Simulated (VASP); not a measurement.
Output of a VASP run:

File OSZICAR:
```
       N       E                     dE             d eps       ncg     rms          rms(c)
DAV:   1     0.147397173592E+03    0.14740E+03   -0.89515E+03   560   0.128E+03
DAV:   2     0.247121685697E+01   -0.14493E+03   -0.14260E+03   584   0.325E+02
DAV:   3    -0.810903067896E+01   -0.10580E+02   -0.10400E+02   758   0.934E+01
DAV:   4    -0.836969668274E+01   -0.26067E+00   -0.26061E+00   654   0.180E+01
DAV:   5    -0.837959357509E+01   -0.98969E-02   -0.98968E-02   762   0.319E+00    0.336E+00
DAV:   6    -0.826555737312E+01    0.11404E+00   -0.26898E-01   760   0.449E+00    0.211E+00
DAV:   7    -0.825993260487E+01    0.56248E-02   -0.76687E-02   708   0.172E+00    0.877E-01
DAV:   8    -0.826021416102E+01   -0.28156E-03   -0.85056E-03   668   0.108E+00    0.130E-01
DAV:   9    -0.826016582136E+01    0.48340E-04   -0.10641E-03   780   0.359E-01    0.384E-02
DAV:  10    -0.826016654311E+01   -0.72175E-06   -0.10021E-04   654   0.971E-02    0.222E-02
DAV:  11    -0.826016900850E+01   -0.24654E-05   -0.19415E-05   694   0.344E-02    0.120E-02
DAV:  12    -0.826016900132E+01    0.71741E-08   -0.95091E-07   406   0.104E-02
   1 F= -.82601690E+01 E0= -.82601690E+01  d E =-.826017E+01
       N       E                     dE             d eps       ncg     rms          rms(c)
DAV:   1    -0.828676166643E+01   -0.26593E-01   -0.82002E-01   680   0.161E+01    0.866E-01
DAV:   2    -0.826450837671E+01    0.22253E-01   -0.46207E-02   686   0.401E+00    0.315E-01
DAV:   3    -0.826072606022E+01    0.37823E-02   -0.16303E-02   686   0.217E+00    0.609E-02
DAV:   4    -0.826075115196E+01   -0.25092E-04   -0.27080E-04   560   0.169E-01    0.494E-02
DAV:   5    -0.826076696753E+01   -0.15816E-04   -0.69413E-05   660   0.851E-02    0.133E-02
DAV:   6    -0.826076626948E+01    0.69805E-06   -0.61827E-06   644   0.441E-02
   2 F= -.82607663E+01 E0= -.82607663E+01  d E =-.597268E-03
       N       E                     dE             d eps       ncg     rms          rms(c)
DAV:   1    -0.826289941216E+01   -0.21324E-02   -0.65256E-02   680   0.463E+00    0.241E-01
DAV:   2    -0.826116836361E+01    0.17310E-02   -0.35700E-03   686   0.111E+00    0.886E-02
DAV:   3    -0.826086536061E+01    0.30300E-03   -0.13065E-03   686   0.613E-01    0.173E-02
DAV:   4    -0.826086509975E+01    0.26086E-06   -0.21551E-05   572   0.491E-02    0.139E-02
DAV:   5    -0.826086325222E+01    0.18475E-05   -0.54907E-06   616   0.245E-02    0.397E-03
DAV:   6    -0.826086306876E+01    0.18346E-06   -0.47795E-07   298   0.128E-02
   3 F= -.82608631E+01 E0= -.82608631E+01  d E =-.694067E-03
```

**OUTCAR**
```
------------------------ aborting loop because EDIFF is reached ----------------------------------------
  FORCE on cell =-STRESS in cart. coord.  units (eV):
  Direction    XX          YY          ZZ          XY          YZ          ZX
  --------------------------------------------------------------------------------------
  Total       -0.0027253     -0.0027253     -0.0027253     -0.0000000     -0.0000000      0.0000000
  in kB       -0.0653457     -0.0653457     -0.0653457     -0.0000000     -0.0000000      0.0000000
  external PRESSURE =      -0.0653457 kB  Pullay stress =       0.0000000 kB
  volume of cell :       66.82
      direct lattice vectors                 reciprocal lattice vectors
     0.000000000  3.220783702  3.220783702    -0.155241719  0.155241719  0.155241719
     3.220783702 -0.000000000  3.220783702     0.155241719 -0.155241719  0.155241719
     3.220783702  3.220783702  0.000000000     0.155241719  0.155241719 -0.155241719
  FREE ENERGIE OF THE ION-ELECTRON SYSTEM (eV)
  ---------------------------------------------------
  free  energy   TOTEN  =        -8.2608630688 eV

  energy  without entropy=       -8.2608630688  energy(sigma->0) =       -8.26086307

 reached required accuracy - stopping structural energy minimisation
```
(Selected blocks of OUTCAR.)

**POSCAR**
```
PbTe
1
    0.0000000000     3.2300000000     3.2300000000
    3.2300000000     0.0000000000     3.2300000000
    3.2300000000     3.2300000000     0.0000000000
Te Pb
1 1
Direct
  0.5000000000   0.5000000000   0.5000000000
  0.0000000000   0.0000000000   0.0000000000
```

### Question
Write an INCAR and KPOINTS that could have produced this output.

### Answer
Several could match; the one computed here: the input of the run itself, PBEsol GGA, plane waves, VASP's PBE PAW potentials (set 64).

### INCAR
```
# general
SYSTEM  = PbTe
PREC    = Accurate
ENCUT   = 480
LREAL   = .FALSE.
LASPH   = .TRUE.

# electronic loop
EDIFF   = 1E-6
NELM    = 100
ALGO    = Normal
LMAXMIX = 4

# smearing
ISMEAR  = 0
SIGMA   = 0.05

# functional
GGA     = PS

# ions
IBRION  = 2
NSW     = 60
ISIF    = 3
EDIFFG  = -0.01

# output
LWAVE   = .FALSE.
LCHARG  = .FALSE.
```

File KPOINTS:
```
Automatic mesh
0
Gamma
7 7 7
0 0 0
```

POTCAR, in this order: Te Pb_d (PBE.64 set). Program: vasp_std.

The compound is PbTe in the rock salt structure. This run relaxes it. Symmetry was kept, so distortions that lower it aren't found.
